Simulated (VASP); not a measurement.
An input for Ansatz (written as the equivalent of a VASP run, and not itself run):

Ansatz 0.2 input:
```yaml
crystal:
  lattice:
    - [0.0000000, 2.2207340, 2.2207340]
    - [2.2207340, 0.0000000, 2.2207340]
    - [2.2207340, 2.2207340, 0.0000000]
  atoms:
    - { symbol: B, position: [0.0000000, 0.0000000, 0.0000000] }
    - { symbol: P, position: [0.2500000, 0.2500000, 0.2500000] }
kpoints:
  mp_grid: { grid: [10, 10, 10] }
hamiltonian:
  xc: pbesol
  pseudopotentials: { kind: paw }
scf:
  occupations: { method: gaussian, width: 0.05 }
  max_iter: 100
relax:
  max_steps: 40
  f_tol: 0.02
  cell: { p_target: 10 }
output: { forces: true, stress: true, eigenvalues: true }
```

Question: Write the VASP files for the same calculation (PBEsol).

Answer: One answer among several that fit: 
### INCAR
```
# general
SYSTEM  = BP
PREC    = Accurate
ENCUT   = 620   # plane-wave cut-off (eV)
LREAL   = F   # projection in real space or not
LASPH   = T   # aspherical one-centre terms

# electronic loop
EDIFF   = 1E-6   # SCF stop (eV)
NELM    = 100   # most electronic steps
ALGO    = Normal

# smearing
ISMEAR  = 0
SIGMA   = 0.05   # width (eV)

# functional
GGA     = PS   # PBEsol

# ions
IBRION  = 2   # conjugate gradients
NSW     = 40   # most ionic steps
ISIF    = 3   # ions, shape and volume
EDIFFG  = -0.02
PSTRESS = 100   # kbar

# output
LWAVE   = F
LCHARG  = F
```

File KPOINTS:
```
Automatic mesh
0
Gamma
10 10 10
0 0 0
```

**POSCAR**
```
BP
1
    0.0000000000     2.2207340112     2.2207340112
    2.2207340112    -0.0000000000     2.2207340112
    2.2207340112     2.2207340112    -0.0000000000
B P
1 1
Direct
  0.0000000000   0.0000000000   0.0000000000
  0.2500000000   0.2500000000   0.2500000000
```

POTCAR, in this order: B P (PBE.64 set). Program: vasp_std.

The two are equivalent in intent, not identical: each code has its own PAW files, so the cut-off isn't converted (ENCUT is set for VASP's; basis.ecutwfc is left out, and Ansatz then takes the one that its files recommend); Ansatz stops its SCF on the density residual and VASP on the energy change (EDIFF).

The compound is BP in the zinc blende structure. It was relaxed first under an external pressure of 10 GPa.
